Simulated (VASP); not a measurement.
Here is the system:

```
Al2Pt
1.0
    0.00000     2.94476     2.94476
    2.94476     0.00000     2.94476
    2.94476     2.94476     0.00000
Al Pt
2 1
Direct
  0.25000   0.25000   0.25000
  0.75000   0.75000   0.75000
  0.00000   0.00000   0.00000
```

The numbers are results of AM05 GGA, VASP's PBE PAW potentials (set 64) (plane waves; VASP), not measurements. Run with 520 eV cut-off, 9×9×9 Γ-centred mesh, first-order Methfessel-Paxton smearing of 0.10 eV, potentials Al Pt.

Question: The job: PtAl2 (fluorite), 3 atoms, AM05, static run, 520 eV, 9×9×9 Γ-centred mesh. Roughly how much core time does it take on a busy server core?

Answer: About 20 core-seconds (one run on a shared machine, a rough figure). It had 35 irreducible k-points, 12 bands, up to 1387 plane waves and 14 electronic steps.

The compound is PtAl2 in the fluorite structure. It was relaxed first.
